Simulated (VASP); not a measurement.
```
CELL_PARAMETERS angstrom
      1.50275    -2.60284     0.00000
      1.50275     2.60284     0.00000
      0.00000     0.00000     5.93302
ATOMIC_POSITIONS crystal
  Cd 0.33333 0.66667 0.25000
  Cd 0.66667 0.33333 0.75000
```

Calculation: PBE GGA, VASP's PBE PAW potentials (set 64) (plane waves; VASP). Numerical set-up: 520 eV cut-off, Gaussian smearing of 0.050 eV, potentials Cd.

Give the energies of bands 11 to 15 at the high-symmetry points, in eV from the Fermi level.

```json
[
 {"band": "11", "Γ": "-8.30", "M": "-1.96", "K": "0.31", "A": "-6.99", "L": "-1.23", "H": "1.30"},
 {"band": "12", "Γ": "-3.46", "M": "-1.55", "K": "0.31", "A": "-6.99", "L": "-1.23", "H": "1.30"},
 {"band": "13", "Γ": "-2.79", "M": "1.70", "K": "0.72", "A": "2.92", "L": "0.13", "H": "1.57"},
 {"band": "14", "Γ": "9.07", "M": "2.70", "K": "4.08", "A": "2.92", "L": "0.13", "H": "1.57"},
 {"band": "15", "Γ": "13.19", "M": "3.06", "K": "4.43", "A": "14.91", "L": "7.38", "H": "1.96"}
]
```

It has no gap at this level: it comes out as a metal or semimetal.

The compound is Cd in the hcp structure. It was relaxed first, which changed the volume by +7 %.
